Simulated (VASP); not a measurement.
The system is SrCl2.

```xyz
3
Lattice="0.0000 3.4884 3.4884 3.4884 0.0000 3.4884 3.4884 3.4884 0.0000" Properties=species:S:1:pos:R:3 pbc="T T T"
Sr    0.0000    0.0000    0.0000
Cl    1.7442    1.7442    1.7442
Cl    5.2325    5.2325    5.2325
```

```yaml
Program: VASP 6.6.1
Task: relaxation of cell and atoms
Functional: PBE
Potentials_or_basis: VASP PAW PBE potentials, release 64 (Sr_sv, Cl)
Cutoff: 600 eV
k_mesh: 6 × 6 × 6
Occupations: gaussian, width 0.02 eV
Spin: no spin polarisation
```

At the start: pressure 1.1 GPa; volume 28.30 Å³/atom.

Question: Where does the relaxation end?

Answer: Over 3 steps the energy falls by 3.0 meV/atom and the volume is 29.19 Å³/atom (+3.1 %); space group Fm-3m (No. 225, to 0.05 Å).

Step by step:
```
step  energy change (eV)  largest force (eV/Å)  pressure (GPa)  volume (Å³)
   1              0.0000                0.0000            1.12        84.90
   2             -0.0090                0.0000            0.08        87.34
   3             -0.0090                0.0000            0.02        87.56
```

Final structure:
```cif
data_structure
_symmetry_space_group_name_H-M 'P 1'
_symmetry_Int_Tables_number 1
_cell_length_a 4.9844
_cell_length_b 4.9844
_cell_length_c 4.9844
_cell_angle_alpha 60.000
_cell_angle_beta 60.000
_cell_angle_gamma 60.000
_cell_volume 87.56
loop_
_atom_site_label
_atom_site_type_symbol
_atom_site_fract_x
_atom_site_fract_y
_atom_site_fract_z
_atom_site_occupancy
Sr1 Sr 0.00000 0.00000 0.00000 1
Cl1 Cl 0.25000 0.25000 0.25000 1
Cl2 Cl 0.75000 0.75000 0.75000 1
```
